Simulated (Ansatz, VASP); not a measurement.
# La2FeCo2C in VASP and in Ansatz

```xyz
6
Lattice="-2.0373 2.9738 4.4728 4.0746 0.0000 0.0000 2.0373 2.9738 -4.4728" Properties=species:S:1:pos:R:3 pbc="T T T"
La    4.0746    2.9738   -1.7306
La    0.0000    2.9738    1.7306
Co    2.0373    4.7371    0.0000
Co    2.0373    1.2105    0.0000
Fe    0.0000    0.0000    0.0000
C     2.0373    2.9738    0.0000
```

Alike in both runs: functional PBE; k mesh 5 × 5 × 5; occupations gaussian, width 0.0121 eV; no spin polarisation.

Ansatz relaxed the structure, and its values are those at the end. VASP's run is a single point on that final structure, the one shown.

|  | VASP | Ansatz |
| --- | --- | --- |
| version | VASP 6.6.1 | Ansatz 0.2.0 |
| potentials or method | VASP PAW PBE potentials, release 64 (La, Co, Fe, C) | PAW plane waves |
| plane-wave cutoff (eV) | 520 | 420 |
| valence electrons in the cell | 52 | 76 |

|  | VASP | Ansatz | Ansatz less VASP |
| --- | --- | --- | --- |
| gap on the k mesh at the Fermi level (eV) | none | none | - |
| pressure (GPa) | -0.1 | 0.0 | +0.14 |
| rms of the force components (eV/Å) | 0.026 | 0.001 | -0.0250 |

A gap of «none» marks a metal or a gap that the smearing closes. The two sets of potentials don't hold the same shells in valence.

Spin-orbit coupling is left out, which matters for the levels of La. Spin polarisation is off, so any magnetic state and its effect on volume and gap are missing.
